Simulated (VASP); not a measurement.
Given:

```
CELL_PARAMETERS angstrom
      4.26360     2.13180     2.13180
      2.13180     4.26360     2.13180
      2.13180     2.13180     4.26360
ATOMIC_POSITIONS crystal
  Ni 0.00000 0.00000 0.00000
  Ni 0.50000 0.50000 0.50000
  O  0.25000 0.25000 0.25000
  O  0.75000 0.75000 0.75000
```
Starting moments (μB, in the order of the record's atoms Ni Ni O O): 2.0 -2.0 0.0 0.0.

Method: PBE GGA, VASP's PBE PAW potentials (set 64) (plane waves; VASP 6.6.1). Numerical set-up: 275 eV cut-off, 8×8×8 Γ-centred mesh, Gaussian smearing of 0.050 eV, potentials Ni O.

At this cut-off the stress carries a Pulay error, which pulls relaxed volumes low.

Q: Predict the cell moment, energy per atom (σ→0), pressure.

A: 
| Property | Result |
|---|---|
| cell moment | 0.00 μB |
| energy per atom (σ→0) | -5.937 eV/atom |
| pressure | -69.01 GPa |

Q: Give the moment on each site (PAW-sphere projection).

A: 
```json
[
 {"site": "Ni1", "moment (μB)": "1.38"},
 {"site": "Ni2", "moment (μB)": "-1.38"},
 {"site": "O3", "moment (μB)": "0.00"},
 {"site": "O4", "moment (μB)": "0.00"}
]
```

Only differences to runs with the same potentials and settings are physical.

The compound is NiO in the rock salt, AFM-II order structure. The cell was not relaxed at this level. The run is one of a series of settings (ENCUT = 275 against the base run), some of them coarse on purpose.
